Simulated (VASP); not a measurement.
VASP runs on HfO2 (space group Fm-3m) share one base input (PBE GGA, plane waves, VASP's PBE PAW potentials (set 64)) and change the settings named in each case.

### KPOINTS
```
K-points
0
Gamma
8 8 8
```

### POSCAR
```
HfO2
2.550160
  0.0000000000   1.0000000000   1.0000000000
  1.0000000000   0.0000000000   1.0000000000
  1.0000000000   1.0000000000   0.0000000000
Hf O
1 2
Cart
  0.0000000000   0.0000000000   0.0000000000
  0.5000000000   0.5000000000   0.5000000000
  1.5000000000   1.5000000000   1.5000000000
```

**INCAR**
```
SYSTEM = HfO2
PREC = Accurate
ENCUT = 400
EDIFF = 1E-6
NELM = 100
ALGO = Normal
LREAL = .FALSE.
LASPH = .TRUE.
ISMEAR = -1
SIGMA = 0.01
GGA = PE
LMAXMIX = 6
LWAVE = .FALSE.
LCHARG = .FALSE.
ISIF = 2
```

POTCAR, in this order: Hf_pv O (PBE.64 set). Program: vasp_std.

```csv
change,E(σ→0) (eV/atom),pressure (GPa),gap on the mesh (eV)
base run,-10.0930,-9.98,3.75
"GGA removed, POTCAR Hf_pv O (LDA.64 set)",-10.9939,?,3.55
"GGA_COMPAT = .FALSE., LNONCOLLINEAR = .TRUE., LSORBIT = .TRUE., MAGMOM = 0.0 0.0 0.0 0.0 0.0 0.0 0.0 0.0 0.0, program vasp_ncl",-10.3005,-9.87,3.74
KPOINTS 2×2×2 Γ-centred mesh,-9.9314,-5.53,3.55
```

**Question.** Some entries are withheld; supply them.

**Answer.** 
- GGA removed, POTCAR Hf_pv O (LDA.64 set), pressure (GPa): -23.34

Energies of different potentials or functionals have different zeros.  Unless said otherwise, spin-orbit coupling is left out, though it shifts the bands of the heavy elements here. At 400 eV the pressure can carry a Pulay error.

Left out are runs that ran out of time, are held back, or changed the cell or the kind of run, fixed moments of cells without a moment, rows past the twelfth, gaps on odd meshes, pressures of charged cells and columns that move by less than the noise.

The structure is a typed HfO2 crystal (Fm-3m). The cell was not relaxed at this level, its lattice was scaled by up to 2.5 %.
